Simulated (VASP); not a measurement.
Input:

```
KI
1.0
    0.00000     3.58861     3.58861
    3.58861     0.00000     3.58861
    3.58861     3.58861     0.00000
K I
1 1
Cartesian
  0.00000   0.00000   0.00000
  3.58861   3.58861   3.58861
```

Calculation: revTPSS meta-GGA, VASP's PBE PAW potentials (set 64) (plane waves; VASP). Run with 520 eV cut-off, 7×7×7 Γ-centred mesh, tetrahedra with Blöchl corrections, potentials K_sv I.

Unless said otherwise, spin-orbit coupling is left out, though it shifts the bands of the heavy elements here.

Give the energies of bands 6 to 11 at the high-symmetry points, in eV from the valence-band maximum.

```csv
band,Γ,X,U,L,W
6,0.00,-0.93,-0.80,-1.21,-0.67
7,0.00,-0.34,-0.69,-0.30,-0.67
8,0.00,-0.34,-0.35,-0.30,-0.54
9,4.26,5.26,5.91,5.75,6.72
10,6.86,6.10,6.92,7.92,6.72
11,6.86,8.49,7.80,8.39,6.95
```

The gap is direct, 4.26 eV, from the valence maximum at Γ to the conduction minimum at Γ.

Measured: gap 6.10 eV (computed value off by -1.84 eV), as given by Aguado et al., (1998), arXiv:cond-mat/9809176.

The compound is KI in the rock salt structure. It was relaxed first.
